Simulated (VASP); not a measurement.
All values below come from PBE GGA, VASP's PBE PAW potentials (set 64) (plane waves; VASP).

The input files of a VASP run:

File POSCAR:
```
Sc2Cu
1
    0.0000000000     4.3513190000     4.3513190000
    4.3513190000     0.0000000000     4.3513190000
    4.3513190000     4.3513190000     0.0000000000
Sc Cu
4 2
Direct
  0.1248060000   0.1268960000   0.1128690000
  0.6256330000   0.1178880000   0.1280780000
  0.1232500000   0.6314780000   0.1272520000
  0.1182390000   0.1360020000   0.6292610000
  0.7619780000   0.7486310000   0.7441180000
  0.4960940000   0.4891050000   0.5084230000
```

INCAR:
```
! general
SYSTEM =Sc2Cu
PREC   =Accurate
ENCUT  =300
LREAL  =.FALSE.
LASPH  =.TRUE.

! electronic loop
EDIFF  =1E-6
NELM   =100
ALGO   =Normal
LMAXMIX=4

! smearing
ISMEAR =-1
SIGMA  =0.1

! functional
GGA    =PE

! ions
ISIF   =2

! output
LWAVE  =.FALSE.
LCHARG =.FALSE.
```

**KPOINTS**
```
Automatic mesh
0
Gamma
4 4 4
0 0 0
```

POTCAR, in this order: Sc_sv Cu (PBE.64 set). Program: vasp_std.

At this cut-off the stress carries a Pulay error, which pulls relaxed volumes low.

What does the run give for the energy per atom (σ→0), pressure, largest force, band gap (on the k-mesh)?

```yaml
energy per atom (σ→0): -4.672 eV/atom
band gap (on the k-mesh): none (metal, semimetal or under 0.01 eV)
pressure: -7.56 GPa
largest_force: 0.553 eV/Å
```

File OSZICAR:
```
...
DAV:  13    -0.281809149250E+02    0.17652E-02   -0.19416E-02  4144   0.134E+00    0.838E-02
DAV:  14    -0.281809935785E+02   -0.78653E-04   -0.10999E-03  3858   0.480E-01    0.798E-02
DAV:  15    -0.281809203795E+02    0.73199E-04   -0.14309E-03  4120   0.535E-01    0.496E-02
DAV:  16    -0.281809101664E+02    0.10213E-04   -0.20127E-04  3625   0.204E-01    0.391E-02
DAV:  17    -0.281808892220E+02    0.20944E-04   -0.83434E-05  3336   0.116E-01    0.125E-02
DAV:  18    -0.281808888706E+02    0.35136E-06   -0.25438E-05  3738   0.615E-02    0.239E-03
DAV:  19    -0.281808890010E+02   -0.13034E-06   -0.37610E-06  2762   0.166E-02
   1 F= -.28180889E+02 E0= -.28033653E+02  d E =-.294473E+00
```

The structure was generated: Sc2Cu was put into an ordered model structure, which need not be its known phase. The cell was not relaxed at this level, atoms are displaced from their ideal sites. The k-mesh is coarse (spacing up to 0.31 per Å, 2π included), so the numbers may not be converged in it.
